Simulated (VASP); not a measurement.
```
CrO2
1.0
    4.35613     0.00000     0.00000
    0.00000     4.35613     0.00000
    0.00000     0.00000     2.85989
Cr O
2 4
Direct
  0.00000   0.00000   0.00000
  0.50000   0.50000   0.50000
  0.30292   0.30292   0.00000
  0.80292   0.19708   0.50000
  0.19708   0.80292   0.50000
  0.69708   0.69708   0.00000
```
Starting moments (μB, in the order of the record's atoms Cr Cr O O O O): 2.0 2.0 0.0 0.0 0.0 0.0.

Level of theory: LDA (Ceperley-Alder, Perdew-Zunger), VASP's LDA PAW potentials (set 64) (plane waves; VASP). Run with 520 eV cut-off, 8×8×12 Γ-centred mesh, tetrahedra with Blöchl corrections, potentials Cr_pv O.

The moments were started parallel, and other spin orders were not tried in this run.

Question: Estimate the cell moment, energy per atom (σ→0), band gap (on the k-mesh) with the smallest direct gap where there is one.

Answer: 
- band gap (on the k-mesh): none (metal, semimetal or under 0.01 eV)
- cell moment: 4.00 μB
- energy per atom (σ→0): -9.279 eV/atom

Question: Give the moment on each site (PAW-sphere projection).

Answer: 
```tsv
site	moment (μB)
Cr1	1.99
Cr2	1.99
O3	-0.03
O4	-0.03
O5	-0.03
O6	-0.03
```

The compound is CrO2 in the rutile structure. It was relaxed first.
